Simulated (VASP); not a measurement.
Data:

```
Sb
1.0
    3.89490    -2.16613    -0.02745
    3.89490     2.16613    -0.02745
    2.71531     0.00000     3.53415
Sb
2
Direct
  0.23554   0.23554   0.23554
  0.76446   0.76446   0.76446
```

Calculation: PBEsol GGA, VASP's PBE PAW potentials (set 64) (plane waves; VASP). Run with 480 eV cut-off, 8×8×8 Γ-centred mesh, Gaussian smearing of 0.050 eV, potentials Sb.

Unless said otherwise, spin-orbit coupling is left out, though it shifts the bands of the heavy elements here.

Q: Estimate the energy per atom (σ→0), band gap (on the k-mesh) with the smallest direct gap where there is one.

A: 
| Property | Value |
|---|---|
| band gap (on the k-mesh) | none (metal, semimetal or under 0.01 eV) |
| energy per atom (σ→0) | -440.1 kJ/mol of atoms |

The absolute energy has meaning only against runs of the same code, potentials and settings.

The compound is Sb in the a7 structure. It was relaxed first.
